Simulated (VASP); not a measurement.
# InAs: what each functional gives for the gap

Aim: the gap of InAs on one structure at many levels of theory. The starting structure is a measured crystal structure from the Crystallography Open Database. Cell and atoms stay as given. Meshes and data sets differ where the inputs say so.

Method: Kohn-Sham DFT with plane waves and PAW; 9 levels of theory, named at each step, in VASP 6.6.1.

## (1) The structure

Symmetry: F-43m, No. 216, cubic system. The conventional cell has a = 6.058 Å, b = 6.058 Å, c = 6.058 Å, α = 90.00°, β = 90.00°, γ = 90.00°. In has 4 As at 2.62 Å nearest. Nearest to As lie 4 In at 2.62 Å. Farther neighbours are not listed.

Coordinates:

```cif
data_structure
_symmetry_space_group_name_H-M 'F-43m'
_symmetry_Int_Tables_number 216
_cell_length_a 6.0580
_cell_length_b 6.0580
_cell_length_c 6.0580
_cell_angle_alpha 90.000
_cell_angle_beta 90.000
_cell_angle_gamma 90.000
_cell_volume 222.32
loop_
_atom_site_label
_atom_site_type_symbol
_atom_site_symmetry_multiplicity
_atom_site_Wyckoff_symbol
_atom_site_fract_x
_atom_site_fract_y
_atom_site_fract_z
_atom_site_occupancy
In1 In 4 a 0.00000 0.00000 0.00000 1
As1 As 4 c 0.25000 0.25000 0.25000 1
```

## (2) Bands with LDA

LDA, the lowest rung, knows the local density alone.

Contents of INCAR:

```
SYSTEM = InAs
PREC = Accurate
ENCUT = 350
EDIFF = 1E-06
NELM = 100
ISMEAR = 0
SIGMA = 0.03
LREAL = .FALSE.
ALGO = Normal
GGA = CA
NBANDS = 21
LORBIT = 11
LWAVE = .FALSE.
LCHARG = .FALSE.
KPAR = 4
```

Contents of POSCAR:

```
InAs
1.0
    0.0000000000      3.0290000000      3.0290000000
    3.0290000000      0.0000000000      3.0290000000
    3.0290000000      3.0290000000      0.0000000000
In As
1 1
Direct
    0.0000000000      0.0000000000      0.0000000000
    0.7500000000      0.7500000000      0.7500000000
```

Contents of KPOINTS:

```
Automatic mesh
0
Gamma
6 6 6
0 0 0
```

Contents of KPOINTS_OPT:

```
Line mode
10
Line-mode
Reciprocal
  0.00000000   0.00000000   0.00000000 GAMMA
  0.50000000   0.00000000   0.50000000 X

  0.50000000   0.00000000   0.50000000 X
  0.50000000   0.25000000   0.75000000 W

  0.50000000   0.25000000   0.75000000 W
  0.37500000   0.37500000   0.75000000 K

  0.37500000   0.37500000   0.75000000 K
  0.00000000   0.00000000   0.00000000 GAMMA

  0.00000000   0.00000000   0.00000000 GAMMA
  0.50000000   0.50000000   0.50000000 L

  0.50000000   0.50000000   0.50000000 L
  0.62500000   0.25000000   0.62500000 U

  0.62500000   0.25000000   0.62500000 U
  0.50000000   0.25000000   0.75000000 W

  0.50000000   0.25000000   0.75000000 W
  0.50000000   0.50000000   0.50000000 L

  0.50000000   0.50000000   0.50000000 L
  0.37500000   0.37500000   0.75000000 K

  0.62500000   0.25000000   0.62500000 U
  0.50000000   0.00000000   0.50000000 X
```

PAW data sets: In_d and As (LDA family, release 64).

Launch:

```
$ mpirun -np 4 vasp_std
```

The program printed:

```text
[banner, memory and clock lines left out]
running    4 mpi-ranks, on    1 nodes
 distrk:  each k-point on    1 cores,    4 groups
 distr:  one band on    1 cores,    1 groups

 POSCAR found type information on POSCAR InAs
 POSCAR found :  2 types and       2 ions
 LDA part: xc-table for (Slater(with rela. corr.)+CA(PZ))
 , standard interpolation
 POSCAR, INCAR and KPOINTS ok, starting setup
 FFT: planning ... GRIDC
 FFT: planning ... GRID_SOFT
 FFT: planning ... GRID
 WAVECAR not read
 entering main loop
       N       E                     dE             d eps       ncg     rms          rms(c)
DAV:   1     0.115312513399E+03    0.11531E+03   -0.61394E+03   700   0.704E+02
DAV:   2     0.791654639824E+00   -0.11452E+03   -0.10712E+03   737   0.233E+02
DAV:   3    -0.902724645378E+01   -0.98189E+01   -0.97484E+01   783   0.656E+01
DAV:   4    -0.930931293128E+01   -0.28207E+00   -0.28188E+00   819   0.113E+01
DAV:   5    -0.932202477601E+01   -0.12712E-01   -0.12711E-01   987   0.217E+00    0.467E+00
DAV:   6    -0.904931829271E+01    0.27271E+00   -0.26246E-01  1038   0.781E+00    0.253E+00
DAV:   7    -0.900979192929E+01    0.39526E-01   -0.75230E-02   988   0.210E+00    0.712E-01
DAV:   8    -0.900625325441E+01    0.35387E-02   -0.10609E-02   886   0.900E-01    0.208E-01
DAV:   9    -0.900619678354E+01    0.56471E-04   -0.60832E-04   841   0.160E-01    0.131E-01
DAV:  10    -0.900621627597E+01   -0.19492E-04   -0.92632E-05   881   0.138E-01    0.544E-02
DAV:  11    -0.900621952944E+01   -0.32535E-05   -0.18617E-05   887   0.624E-02    0.157E-02
DAV:  12    -0.900621874364E+01    0.78580E-06   -0.17749E-06   750   0.120E-02
   1 F= -.90062187E+01 E0= -.90061116E+01  d E =-.214253E-03
 Start KPOINTS_OPT (optional k-point list driver)
k-point batch [1-16\100]
       N       E                     dE             ncg
DAV:   1     0.354547404917E+03   -0.51928E+04      708
DAV:   2    -0.148214777697E+04   -0.18367E+04      732
DAV:   3    -0.163903144286E+04   -0.15688E+03      815
DAV:   4    -0.164305091471E+04   -0.40195E+01      833
DAV:   5    -0.164324284225E+04   -0.19193E+00      966
DAV:   6    -0.164324696458E+04   -0.41223E-02      899
DAV:   7    -0.164324705549E+04   -0.90906E-04      979
DAV:   8    -0.164324705635E+04   -0.86125E-06      699
[...]
k-point batch [97-100\100]
       N       E                     dE             ncg
DAV:   1     0.622831061133E+04   -0.20163E+04      168
DAV:   2     0.579216472408E+04   -0.43615E+03      176
DAV:   3     0.575792968634E+04   -0.34235E+02      225
DAV:   4     0.575711460480E+04   -0.81508E+00      208
DAV:   5     0.575707838779E+04   -0.36217E-01      225
DAV:   6     0.575707716676E+04   -0.12210E-02      232
DAV:   7     0.575707712939E+04   -0.37375E-04      218
DAV:   8     0.575707712903E+04   -0.35607E-06      208
```

Wall time 9.4 s (4 MPI ranks of AMD EPYC 9R45, shared host); peak memory 0.57 GiB; 35 s of CPU time.

The logs omit lines about the potential files and the build; timing stands in the text.

OUTCAR, selected parts (step 2):

```text
ion  position               nearest neighbor table
   1  0.000  0.000  0.000-   2 2.62   2 2.62   2 2.62   2 2.62
   2  0.750  0.750  0.750-   1 2.62   1 2.62   1 2.62   1 2.62

  LATTYP: Found a face centered cubic cell.
 ALAT       =     6.0580000000

 Subroutine GETGRP returns: Found 24 space group operations
 (whereof 24 operations were pure point group operations)

The static configuration has the point symmetry T_d .

 Found     16 irreducible k-points:

   k-points           NKPTS =     16   k-points in BZ     NKDIM =     16   number of bands    NBANDS=     21

   dimension x,y,z NGX =    28 NGY =   28 NGZ =   28
   dimension x,y,z NGXF=    56 NGYF=   56 NGZF=   56

   ENCUT  =  350.0 eV  25.72 Ry    5.07 a.u.   6.53  6.53  6.53*2*pi/ulx,y,z

   NELECT =      18.0000    total number of electrons

 k-points in reciprocal lattice and weights: Automatic mesh
   0.00000000  0.00000000  0.00000000       0.005
   0.16666667  0.00000000  0.00000000       0.037
   0.33333333  0.00000000  0.00000000       0.037
   0.50000000  0.00000000  0.00000000       0.019
   0.16666667  0.16666667  0.00000000       0.028
   0.33333333  0.16666667  0.00000000       0.111
   0.50000000  0.16666667  0.00000000       0.111
  -0.33333333  0.16666667  0.00000000       0.111
  -0.16666667  0.16666667  0.00000000       0.056
[...]
-0.33333333  0.33333333  0.16666667       0.111
  -0.33333333  0.50000000  0.16666667       0.056

 average (electrostatic) potential at core
       1 -96.1535       2 -53.1497

 E-fermi :   4.2989

 k-point     1 :       0.0000    0.0000    0.0000
  band No.  band energies     occupation
    ...
      6      -7.5903      2.00000
      7       3.8628      2.00000
      8       4.2897      1.33334
      9       4.2897      1.33334
     10       4.2897      1.33332
     11       8.1031      0.00000
     12       8.1031      0.00000
     13       8.1031      0.00000
     14      11.5439      0.00000
     15      13.9879      0.00000
    ...

 k-point     2 :       0.1667    0.0000    0.0000
  band No.  band energies     occupation
    ...
      5      -9.9318      2.00000
      6      -7.3085      2.00000
      7       1.7026      2.00000
      8       3.9732      2.00000
      9       3.9733      2.00000
     10       5.3857      0.00000
     11       8.4807      0.00000
     12       8.5478      0.00000
     13       8.5478      0.00000
     14      12.6526      0.00000
    ...

 k-point     3 :       0.3333    0.0000    0.0000
  band No.  band energies     occupation
    ...
      5      -9.9282      2.00000
      6      -6.6084      2.00000
      7      -0.5035      2.00000
      8       3.4924      2.00000
      9       3.4924      2.00000
     10       5.2354      0.00000
     11       8.9196      0.00000
     12       8.9196      0.00000
     13      10.2724      0.00000
     14      12.2420      0.00000
    ...

  Total       -0.3228836     -0.3228836     -0.3228836      0.0000000      0.0000000      0.0000000
  in kB       -9.3074076     -9.3074076     -9.3074076      0.0000000      0.0000000      0.0000000
  external PRESSURE =      -9.3074076 kB  Pullay stress =       0.0000000 kB

  energy-cutoff  :      350.00
  volume of cell :       55.58
      direct lattice vectors                 reciprocal lattice vectors
     0.000000000  3.029000000  3.029000000    -0.165070981  0.165070981  0.165070981
     3.029000000  0.000000000  3.029000000     0.165070981 -0.165070981  0.165070981
     3.029000000  3.029000000  0.000000000     0.165070981  0.165070981 -0.165070981

 POSITION                                       TOTAL-FORCE (eV/Angst)
 -----------------------------------------------------------------------------------
      0.00000      0.00000      0.00000         0.000000      0.000000      0.000000
      4.54350      4.54350      4.54350        -0.000000     -0.000000     -0.000000
 -----------------------------------------------------------------------------------
    total drift:                                0.000000      0.000000     -0.000000

  FREE ENERGIE OF THE ION-ELECTRON SYSTEM (eV)
  ---------------------------------------------------
  free  energy   TOTEN  =        -9.0062187436 eV

  energy  without entropy=       -9.0060044904  energy(sigma->0) =       -9.00611162

 total charge
# of ion       s       p       d       tot
------------------------------------------
    1        0.863   0.739   9.883  11.485
    2        1.229   1.562   0.022   2.813
--------------------------------------------------
tot          2.092   2.302   9.904  14.298

[... 3 further parts left out ...]
```

The run shows no gap at this level; if that holds and bands cross the Fermi level widely, this k-mesh is coarse for it. Spin-orbit coupling is off here; with elements this heavy it can split and shift levels by tenths of an eV.

LDA gives no gap.

## (3) Bands with PBE

PBE, the usual starting point, adds the gradient of the density.

Edit INCAR of step 2 so:

```diff
@@ -9,3 +9,3 @@
 ALGO = Normal
-GGA = CA
+GGA = PE
 NBANDS = 21
```

POSCAR is that of step 2.

KPOINTS is that of step 2.

KPOINTS_OPT is that of step 2.

Potentials, in the order of the species: In_d and As (PBE family, release 64).

Launch:

```
$ mpirun -np 4 vasp_std
```

The program printed:

```text
[banner, memory and clock lines left out]
running    4 mpi-ranks, on    1 nodes
[...]
LDA part: xc-table for (Slater+PW92), standard interpolation
 POSCAR, INCAR and KPOINTS ok, starting setup
[...]
entering main loop
       N       E                     dE             d eps       ncg     rms          rms(c)
DAV:   1     0.115924191191E+03    0.11592E+03   -0.61476E+03   700   0.704E+02
DAV:   2     0.202259761345E+01   -0.11390E+03   -0.10661E+03   737   0.233E+02
DAV:   3    -0.765234375011E+01   -0.96749E+01   -0.96067E+01   775   0.650E+01
DAV:   4    -0.792537299473E+01   -0.27303E+00   -0.27287E+00   819   0.112E+01
[...]
DAV:  10    -0.765802661681E+01   -0.18408E-03   -0.17713E-04   785   0.159E-01    0.473E-02
DAV:  11    -0.765807661304E+01   -0.49996E-04   -0.79916E-05   747   0.809E-02    0.181E-02
DAV:  12    -0.765807658778E+01    0.25254E-07   -0.27816E-06   823   0.189E-02
   1 F= -.76580766E+01 E0= -.76579695E+01  d E =-.214253E-03
 Start KPOINTS_OPT (optional k-point list driver)
k-point batch [1-16\100]
       N       E                     dE             ncg
DAV:   1     0.393688444557E+03   -0.51536E+04      708
DAV:   2    -0.143513310773E+04   -0.18288E+04      732
DAV:   3    -0.159002153057E+04   -0.15489E+03      823
DAV:   4    -0.159391427773E+04   -0.38927E+01      828
DAV:   5    -0.159410150820E+04   -0.18723E+00      971
DAV:   6    -0.159410578459E+04   -0.42764E-02      894
DAV:   7    -0.159410588138E+04   -0.96783E-04      984
DAV:   8    -0.159410588229E+04   -0.90875E-06      689
[...]
k-point batch [97-100\100]
       N       E                     dE             ncg
DAV:   1     0.623835497867E+04   -0.20063E+04      168
DAV:   2     0.580397527833E+04   -0.43438E+03      176
DAV:   3     0.577014717160E+04   -0.33828E+02      225
DAV:   4     0.576935536839E+04   -0.79180E+00      208
DAV:   5     0.576931942780E+04   -0.35941E-01      225
DAV:   6     0.576931805646E+04   -0.13713E-02      240
DAV:   7     0.576931803413E+04   -0.22331E-04      220
DAV:   8     0.576931803378E+04   -0.34824E-06      208
```

Elapsed: 9.6 s, on 4 MPI ranks; peak memory 0.57 GiB.

OUTCAR, selected parts (step 3):

```text
  Total        1.2052092      1.2052092      1.2052092      0.0000000     -0.0000000      0.0000000
  in kB       34.7412309     34.7412309     34.7412309      0.0000000     -0.0000000      0.0000000
  external PRESSURE =      34.7412309 kB  Pullay stress =       0.0000000 kB

 POSITION                                       TOTAL-FORCE (eV/Angst)
 -----------------------------------------------------------------------------------
      0.00000      0.00000      0.00000        -0.000000     -0.000000     -0.000000
      4.54350      4.54350      4.54350         0.000000      0.000000      0.000000
 -----------------------------------------------------------------------------------
    total drift:                               -0.000000     -0.000000     -0.000000

  FREE ENERGIE OF THE ION-ELECTRON SYSTEM (eV)
  ---------------------------------------------------
  free  energy   TOTEN  =        -7.6580765878 eV

  energy  without entropy=       -7.6578623346  energy(sigma->0) =       -7.65796946

[... 2 parts as in an earlier step ...]

[... 1 further part left out ...]
[key lines of the parts left out:]
E-fermi :   4.4691
```

PBE gives no gap.

## (4) Bands with r2SCAN

r2SCAN adds the kinetic-energy density, costs more than a GGA and is run with LASPH.

Edit INCAR of step 3 so:

```diff
@@ -9,3 +9,4 @@
 ALGO = Normal
-GGA = PE
+METAGGA = R2SCAN
+LASPH = .TRUE.
 NBANDS = 21
```

POSCAR is that of step 3.

KPOINTS is that of step 3.

KPOINTS_OPT is that of step 3.

Launch:

```
$ mpirun -np 4 vasp_std
```

The program printed:

```text
[banner, memory and clock lines left out]
running    4 mpi-ranks, on    1 nodes
[...]
|                                                                             |
|               ----> ADVICE to this user running VASP <----                  |
|                                                                             |
|     You enforced a specific xc type in the INCAR file but a different       |
|     [... a line on the potential file left out ...]
|     I HOPE YOU KNOW WHAT YOU ARE DOING!                                     |
|                                                                             |

 LDA part: xc-table for (None), standard interpolation
 POSCAR, INCAR and KPOINTS ok, starting setup
[...]
entering main loop
       N       E                     dE             d eps       ncg     rms          rms(c)
DAV:   1     0.859280426735E+02    0.85928E+02   -0.62710E+03   695   0.720E+02
DAV:   2    -0.310413820813E+02   -0.11697E+03   -0.10950E+03   732   0.237E+02
[...]
DAV:  13    -0.380337013835E+02    0.33598E-06   -0.22600E-06   796   0.851E-03
   1 F= -.38033701E+02 E0= -.38033701E+02  d E =-.622625E-09
 Start KPOINTS_OPT (optional k-point list driver)
k-point batch [1-16\100]
       N       E                     dE             ncg
DAV:   1     0.313720364980E+03   -0.52336E+04      690
DAV:   2    -0.158167832599E+04   -0.18954E+04      727
DAV:   3    -0.174510561914E+04   -0.16343E+03      813
DAV:   4    -0.174934245271E+04   -0.42368E+01      833
DAV:   5    -0.174958220596E+04   -0.23975E+00      998
DAV:   6    -0.174958694812E+04   -0.47422E-02      860
DAV:   7    -0.174958712470E+04   -0.17659E-03     1038
DAV:   8    -0.174958712683E+04   -0.21248E-05      692
DAV:   9    -0.174958712692E+04   -0.91084E-07      526
[...]
k-point batch [97-100\100]
       N       E                     dE             ncg
DAV:   1     0.621335582725E+04   -0.20313E+04      168
DAV:   2     0.576579115675E+04   -0.44756E+03      176
DAV:   3     0.573056873380E+04   -0.35222E+02      225
DAV:   4     0.572972374819E+04   -0.84499E+00      216
DAV:   5     0.572968484274E+04   -0.38905E-01      246
DAV:   6     0.572968414767E+04   -0.69507E-03      216
DAV:   7     0.572968409290E+04   -0.54773E-04      268
DAV:   8     0.572968409268E+04   -0.21592E-06      160
```

Elapsed: 39 s, on 4 MPI ranks; peak memory 0.59 GiB.

From OUTCAR (step 4):

```text
  Total        0.4501197      0.4501197      0.4501197      0.0000000     -0.0000000      0.0000000
  in kB       12.9751033     12.9751033     12.9751033      0.0000000     -0.0000000      0.0000000
  external PRESSURE =      12.9751033 kB  Pullay stress =       0.0000000 kB

 POSITION                                       TOTAL-FORCE (eV/Angst)
 -----------------------------------------------------------------------------------
      0.00000      0.00000      0.00000         0.000000      0.000000      0.000000
      4.54350      4.54350      4.54350        -0.000000     -0.000000     -0.000000
 -----------------------------------------------------------------------------------
    total drift:                               -0.000012     -0.000012     -0.000012

  FREE ENERGIE OF THE ION-ELECTRON SYSTEM (eV)
  ---------------------------------------------------
  free  energy   TOTEN  =       -38.0337013835 eV

  energy  without entropy=      -38.0337013828  energy(sigma->0) =      -38.03370138

[... 2 parts as in an earlier step ...]

[... 1 further part left out ...]
[key lines of the parts left out:]
E-fermi :   4.3349
```

r2SCAN gives a direct gap of 0.216 eV.

(Continued in part 2 of 3.)

[Lines on the potential files, build, host, timing and source positions are cut from VASP's logs without a mark.]

[Logs are printed without paths, hosts, clocks, repeated set-up lines and the standing remarks that a program may print on its own settings, such as how far it seeks lower states.]

[Hosts, paths, dates, database ids (printed as entryN), source tags and the programs' standing remarks are cut or masked in the printed files.]
